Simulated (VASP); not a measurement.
Write the native input for VASP 6.6.1 that does the following.

```
Task                   : single point
Functional             : PBE
Potentials or basis    : VASP PAW PBE potentials, release 64 (K_sv, Ag, Br)
Cutoff                 : 520 eV
k mesh                 : 6 × 6 × 6
Occupations            : gaussian, width 0.01 eV
Spin                   : no spin polarisation
Dipole correction      : no
Further INCAR settings : ALGO = Normal; EDIFF = 1e-06; NBANDS = 25
```

The structure of KAgBr2 lies in POSCAR:

```
KAgBr2
1.0
    2.1856115241      1.2618634018      7.0693491411
   -2.1856115241      1.2618634018      7.0693491411
    0.0000000000     -2.5237268035      7.0693491411
K Ag Br
1 1 2
Direct
    1.0000000000      0.0000000000      0.0000000000
    0.5000000000      0.5000000000      0.5000000000
    0.2377266228      0.2377266228      0.2377266228
    0.7622733772      0.7622733772      0.7622733772
```

The cell was built by a generator and needn't be a form met in nature.

One way to write it, as run:

INCAR

```
PREC = Accurate ; ENCUT = 520
EDIFF = 1E-6 ; ISMEAR = 0
SIGMA = 0.01 ; LREAL = F
LASPH = T ; NELM = 100
ALGO = Normal ; ISIF = 2
LWAVE = F ; LCHARG = F
GGA = PE ; NBANDS = 25
```

KPOINTS

```
regular mesh
0
Gamma
  6 6 6
```

Potentials or basis: VASP PAW PBE potentials, release 64 (K_sv, Ag, Br).

Run with:

```sh
$ cat potpaw_PBE.64/K_sv/POTCAR potpaw_PBE.64/Ag/POTCAR potpaw_PBE.64/Br/POTCAR > POTCAR
$ mpirun -np 1 vasp_std > vasp.out
```

Results of the run:

| Item | Value |
| --- | --- |
| Pressure | 0.9 GPa |
| Largest force | 0.013 eV/Å |
| Band gap on the k mesh | 2.24 eV, indirect (least direct gap 2.37 eV) |

Wall time 3 min on 1 thread of Intel(R) Xeon(R) Platinum 8559C (Emerald Rapids), on a shared host, peak memory 0.48 GiB.
